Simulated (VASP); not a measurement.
# Driving VASP from ASE on Zr (Zirconium), part 3 of 3

Do ASE scripts that read Zr (Zirconium) from different structure formats give one answer, and do several routes find one equilibrium volume? All runs use LDA. Left out of this account: at least 1 further run (self-consistent run: a reference on another mesh). The start is a cell from a database of measured crystal structures.

VASP 6.6.1; LDA; plane waves and PAW (Zr_sv).

So far. Step 4 (Full relaxation (LDA, through ASE)): It ends with forces that vanish by symmetry and a pressure of 0.04 GPa. Step 5 (Equation of state by an ASE loop (LDA)): The minimum lies outside the volumes of the loop, so the fit is an extrapolation and is not used; the loop should be centred on a relaxed cell.

**7. Side by side**

| run | atoms | mesh | energy (eV/atom) | pressure (GPa) |
| --- | --- | --- | --- | --- |
| ASE, structure typed into the script | 2 | 14×14×8 | -9.26146 | -6.185 |
| ASE, structure read from a CIF with its space group | 2 | 9×9×5 | -9.26436 | -6.175 |

**8. Self-consistent run (LDA, through ASE) with a changed input**

A single point gives energy, forces and stress at these settings. Some settings are moved from the usual, to see what they do.

Contents of run.py:

```python
import numpy as np
from ase.calculators.vasp import Vasp
from ase import Atoms
from ase.dft.bandgap import bandgap

atoms = Atoms(['Zr', 'Zr'],
              cell=[[3.232, 0.0, 0.0], [-1.616, 2.7989941, 0.0], [0.0, 0.0, 5.147]],
              scaled_positions=[[0.33333333, 0.66666667, 0.25], [0.66666667, 0.33333333, 0.75]],
              pbc=True)

calc = Vasp(
    xc='lda',
    pp='LDA',
    prec='Accurate',
    encut=400,
    ediff=1e-06,
    nelm=100,
    ismear=2,
    sigma=0.3,
    lreal=False,
    algo='Normal',
    nbands=18,
    lasph=True,
    lorbit=11,
    lwave=False,
    lcharg=False,
    kpar=2,
    isif=2,
    pp_version='64',
    setups={'Zr': '_sv'},
    kpts=(18, 18, 10),
    gamma=True,
    txt='vasp.out',
)
atoms.calc = calc

print("energy (eV):", round(atoms.get_potential_energy(), 6))
print("Fermi level (eV):", round(calc.get_fermi_level(), 4))
print("forces (eV/A):")
print(np.round(atoms.get_forces(), 4))
print("stress (GPa, Voigt, tension positive):", np.round(atoms.get_stress() * 160.21766, 3))
gap, p1, p2 = bandgap(calc, direct=False)
print("gap on the mesh (eV):", round(gap, 4))
```

Potentials, in the order of the species: Zr_sv (LDA family, release 64).

Started as:

```
$ export ASE_VASP_COMMAND="mpirun -np 2 vasp_std"
$ python run.py
```

Log:

```text
energy (eV): -18.523599
Fermi level (eV): 8.8042
forces (eV/A):
[[-0.  0.  0.]
 [ 0. -0.  0.]]
stress (GPa, Voigt, tension positive): [ 6.394  6.394  5.88  -0.    -0.    -0.   ]
gap on the mesh (eV): 0.0
```

Wall time 1.9 min (2 MPI ranks of AMD EPYC 7R43, shared host); peak memory 0.34 GiB; 3.5 min of CPU time.

ASE turned this into the INCAR:

```
ENCUT = 400.000000
SIGMA = 0.300000
EDIFF = 1.00e-06
ALGO = Normal
PREC = Accurate
ISIF = 2
ISMEAR = 2
KPAR = 2
LORBIT = 11
NBANDS = 18
NELM = 100
LASPH = .TRUE.
LCHARG = .FALSE.
LWAVE = .FALSE.
LREAL = .FALSE.
```

The KPOINTS that ASE wrote:

```
KPOINTS created by Atomic Simulation Environment
0
Gamma
18 18 10
0 0 0
```

vasp.out:

```text
[... set-up lines as in an earlier step ...]
 entering main loop
       N       E                     dE             d eps       ncg     rms          rms(c)
DAV:   1     0.178872593432E+03    0.17887E+03   -0.11779E+04  8032   0.109E+03
DAV:   2    -0.540667139308E+01   -0.18428E+03   -0.18148E+03  9564   0.343E+02
DAV:   3    -0.190058813962E+02   -0.13599E+02   -0.13492E+02 14404   0.650E+01
DAV:   4    -0.193105201066E+02   -0.30464E+00   -0.30428E+00  9428   0.103E+01
DAV:   5    -0.193191352314E+02   -0.86151E-02   -0.86108E-02 11728   0.122E+00    0.144E+01
DAV:   6    -0.186566996421E+02    0.66244E+00   -0.99970E-01  8702   0.751E+00    0.564E+00
DAV:   7    -0.185220275414E+02    0.13467E+00   -0.61329E-01 11628   0.498E+00    0.107E+00
DAV:   8    -0.185231493958E+02   -0.11219E-02   -0.29520E-02 11222   0.139E+00    0.275E-01
DAV:   9    -0.185233648040E+02   -0.21541E-03   -0.14528E-03 10074   0.326E-01    0.294E-02
DAV:  10    -0.185233548819E+02    0.99221E-05   -0.46975E-05 10966   0.390E-02    0.227E-02
DAV:  11    -0.185233558794E+02   -0.99742E-06   -0.65598E-06  8908   0.295E-02
   1 F= -.18523356E+02 E0= -.18523599E+02  d E =0.972486E-03
```

From OUTCAR (step 8):

```text
   k-points           NKPTS =    222   k-points in BZ     NKDIM =    222   number of bands    NBANDS=     18

   NELECT =      24.0000    total number of electrons

 E-fermi :   8.8042

 k-point     1 :       0.0000    0.0000    0.0000
  band No.  band energies     occupation
    ...
      6     -17.4222      2.00000
      7     -17.4165      2.00000
      8     -17.4165      2.00000
      9       3.1637      2.00000
     10       5.7569      2.00000
     11       9.6210      0.00193
     12       9.6210      0.00193
     13       9.7757      0.00018
     14      10.0502      0.00000
     15      10.3114      0.00000
    ...

  Total       -1.8583276     -1.8583276     -1.7087473      0.0000000     -0.0000000      0.0000000
  in kB      -63.9448185    -63.9448183    -58.7977784      0.0000000     -0.0000000      0.0000000
  external PRESSURE =     -62.2291384 kB  Pullay stress =       0.0000000 kB

 POSITION                                       TOTAL-FORCE (eV/Angst)
 -----------------------------------------------------------------------------------
     -0.00000      1.86600      1.28675        -0.000000      0.000000      0.000000
      1.61600      0.93300      3.86025         0.000000     -0.000000      0.000000
 -----------------------------------------------------------------------------------
    total drift:                               -0.000010      0.000006     -0.000000

  FREE ENERGIE OF THE ION-ELECTRON SYSTEM (eV)
  ---------------------------------------------------
  free  energy   TOTEN  =       -18.5233558794 eV

  energy  without entropy=      -18.5243283652  energy(sigma->0) =      -18.52359900

[... 7 parts as in an earlier step ...]

[... 9 further parts left out ...]
```

The run converged, and its energy and pressure stay near those of the sound run.

Against the sound run on this cell (total energy, forces and stress (LDA, through ASE)) the energy at zero smearing moves by -0.3 meV an atom and the pressure by -0.04 GPa.

Settings moved from the usual: k-mesh = 18×18×10, ISMEAR = 2 and SIGMA = 0.3.

The mesh holds 222 irreducible points against 120.

**9. Results**

```json
{
  "energy, ASE, structure typed into the script": "-9.26146 eV/atom",
  "energy, ASE, structure read from a CIF with its space group": "-9.26436 eV/atom",
  "volume from VASP's own relaxation": "21.77 Å³/atom",
  "volume from BFGS in ASE": "21.78 Å³/atom"
}
```

What this shows: With the structure read from a CIF with its space group, ASE's run differs from the first script by -2.9 meV an atom, which comes from its other mesh. The volume loop around the listed cell missed the minimum and gave no usable fit. The routes to the equilibrium volume agree within 0.01 %. A relaxation follows the stress, which carries a basis-set error, while a volume loop fits energies; every loop stops at a tolerance; VASP's relaxation keeps the plane waves of its start, while ASE starts VASP afresh at each cell, and a loop at fixed shape can't relax anything but the volume.

[Lines on the potential files, build, host, timing and source positions are cut from VASP's logs without a mark.]

[Logs are printed without paths, hosts, clocks, repeated set-up lines and the standing remarks that a program may print on its own settings, such as how far it seeks lower states.]

[Hosts, paths, dates, database ids (printed as entryN), source tags and the programs' standing remarks are cut or masked in the printed files.]

[A measured line is paired with the nearest computed mode of its activity, which favours agreement.]

[In band tables of VASP the shares of atoms and orbitals are scaled to a sum of 1 inside the atoms' spheres.]
